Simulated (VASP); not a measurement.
Set up this calculation in VASP 6.6.1, as the native input.

| Property | Result |
| --- | --- |
| Task | relaxation of cell and atoms |
| Functional | PBE |
| Potentials or basis | VASP PAW PBE potentials, release 64 (Ga_d, Sn_d, Se) |
| Cutoff | 520 eV |
| k mesh | 4 × 4 × 3 |
| Occupations | gaussian, width 0.15 eV |
| Spin | no spin polarisation |
| Further INCAR settings | PREC = Normal; ALGO = Fast; EDIFF = 0.0001; IBRION = 2; EDIFFG = -0.08; NSW = 24; ISIF = 3 |

The structure of Ga2SnSe lies in POSCAR:

```
Ga2SnSe
1.0
    3.7261071600      0.0000000000      0.0000000000
    0.0000000000      3.8314384600      0.0000000000
    0.0000000000      0.0000000000      6.6799888900
Ga Sn Se
2 1 1
Direct
    0.0000000000      0.5000000000      0.7404888900
    0.0000000000      0.5000000000      0.2595111100
    0.5000000000      0.5000000000      0.5000000000
    0.0000000000      0.0000000000      0.0000000000
```

The cell was built by a generator and needn't be a form met in nature.

The input as run:

INCAR

```
PREC = Normal
ENCUT = 520
EDIFF = 1E-4
ISMEAR = 0
SIGMA = 0.15
LREAL = False
LASPH = True
NELM = 60
ALGO = Fast
ISIF = 3
LWAVE = False
LCHARG = False
GGA = PE
IBRION = 2
NSW = 24
EDIFFG = -0.08
```

KPOINTS

```
regular mesh
0
Gamma
  4 4 3
```

Potentials or basis: VASP PAW PBE potentials, release 64 (Ga_d, Sn_d, Se).

Launch:

```sh
$ cat potpaw_PBE.64/Ga_d/POTCAR potpaw_PBE.64/Sn_d/POTCAR potpaw_PBE.64/Se/POTCAR > POTCAR
$ mpirun -np 1 vasp_std > vasp.out
```

Results of the run:

```json
{"Relaxed volume": "28.14 Å³/atom", "Relaxed cell": "a = 4.183 Å, b = 3.752 Å, c = 7.172 Å, α = 90.00°, β = 90.00°, γ = 90.00°", "Space group after relaxing (to 0.05 Å)": "Pmmm (No. 47)", "Energy gained by relaxing": "286.6 meV/atom", "Ionic steps": "6", "Pressure after relaxing": "0.2 GPa", "Largest force after relaxing": "0.047 eV/Å", "Band gap on the k mesh": "none (metal or under the smearing width)"}
```

Caveat: the k mesh is coarse (spacing up to 0.42 Å⁻¹), so the values aren't converged; the volume moved by over 15 % at a fixed basis, so the end points are rough; the relaxation stopped at a loose force limit of 0.08 eV/Å, so its end isn't a converged minimum.

Run time: 80 s on 1 thread of Intel(R) Xeon(R) Platinum 8375C CPU @ 2.90GHz (Ice Lake), on a shared host, peak memory 0.19 GiB.
